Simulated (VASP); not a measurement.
Output of a VASP run:

**OSZICAR**
```
       N       E                     dE             d eps       ncg     rms          rms(c)
DAV:   1     0.115978363757E+03    0.11598E+03   -0.10306E+04   632   0.115E+03
DAV:   2    -0.712168982983E+01   -0.12310E+03   -0.12085E+03   644   0.308E+02
DAV:   3    -0.100955780856E+02   -0.29739E+01   -0.29159E+01   662   0.494E+01
DAV:   4    -0.101263528809E+02   -0.30775E-01   -0.30712E-01   662   0.525E+00
DAV:   5    -0.101268566861E+02   -0.50381E-03   -0.50380E-03   668   0.631E-01    0.157E+01
DAV:   6    -0.100422599343E+02    0.84597E-01   -0.68736E-02   596   0.216E+00    0.929E+00
DAV:   7    -0.100154443469E+02    0.26816E-01   -0.12315E-01   620   0.327E+00    0.134E+00
DAV:   8    -0.100141186087E+02    0.13257E-02   -0.60939E-03   662   0.833E-01    0.112E+00
DAV:   9    -0.100133539018E+02    0.76471E-03   -0.13228E-03   578   0.350E-01    0.460E-01
DAV:  10    -0.100132166215E+02    0.13728E-03   -0.39462E-04   650   0.185E-01    0.109E-01
DAV:  11    -0.100132153045E+02    0.13170E-05   -0.44827E-06   622   0.196E-02    0.113E-02
DAV:  12    -0.100132150605E+02    0.24399E-06   -0.93546E-08   346   0.332E-03
   1 F= -.10013215E+02 E0= -.10012112E+02  d E =-.220681E-02
```

**OUTCAR**
```
------------------------ aborting loop because EDIFF is reached ----------------------------------------
  FORCE on cell =-STRESS in cart. coord.  units (eV):
  Direction    XX          YY          ZZ          XY          YZ          ZX
  --------------------------------------------------------------------------------------
  Total        2.8401962      2.8401962      2.8401962     -0.0000000     -0.0000000      0.0000000
  in kB      130.7576868    130.7576868    130.7576868     -0.0000000     -0.0000000      0.0000000
  external PRESSURE =     130.7576868 kB  Pullay stress =       0.0000000 kB
  volume of cell :       34.80
      direct lattice vectors                 reciprocal lattice vectors
     3.264855000  0.000000000  0.000000000     0.306292316  0.000000000  0.000000000
     0.000000000  3.264855000  0.000000000     0.000000000  0.306292316  0.000000000
     0.000000000  0.000000000  3.264855000     0.000000000  0.000000000  0.306292316
 POSITION                                       TOTAL-FORCE (eV/Angst)
 -----------------------------------------------------------------------------------
      0.00000      0.00000      0.00000         0.000000      0.000000      0.000000
      1.63243      1.63243      1.63243         0.000000      0.000000      0.000000
 -----------------------------------------------------------------------------------
    total drift:                               -0.000000      0.000000      0.000000
  FREE ENERGIE OF THE ION-ELECTRON SYSTEM (eV)
  ---------------------------------------------------
  free  energy   TOTEN  =       -10.0132150605 eV

  energy  without entropy=      -10.0110082524  energy(sigma->0) =      -10.01211166
```
(Selected blocks of OUTCAR.)

### POSCAR
```
TeRh
1
    3.2648550000     0.0000000000     0.0000000000
    0.0000000000     3.2648550000     0.0000000000
    0.0000000000     0.0000000000     3.2648550000
Rh Te
1 1
Direct
  0.0000000000   0.0000000000   0.0000000000
  0.5000000000   0.5000000000   0.5000000000
```

Problem. Reconstruct the remaining input files.

Solution. Several could match; the one computed here: the input of the run itself, PBE GGA, plane waves, VASP's PBE PAW potentials (set 64).

### INCAR
```
SYSTEM = TeRh
PREC = Accurate
ENCUT = 400
EDIFF = 1E-6
NELM = 100
ALGO = Normal
LREAL = .FALSE.
LASPH = .TRUE.
ISMEAR = 0
SIGMA = 0.05
GGA = PE
LMAXMIX = 4
LWAVE = .FALSE.
LCHARG = .FALSE.
ISIF = 2
NELECT = 21.02
```

File KPOINTS:
```
Automatic mesh
0
Gamma
7 7 7
0 0 0
```

POTCAR, in this order: Rh_pv Te (PBE.64 set). Program: vasp_std.

The cell is charged, with a uniform compensating background.

The structure was generated: TeRh was put into the CsCl type (Pm-3m), which need not be its known phase. The cell was not relaxed at this level. The run is one of a series of settings (NELECT = 21.02 against the base run), some of them coarse on purpose. The electron count is odd and the run is not spin-polarised, which forces a metal.
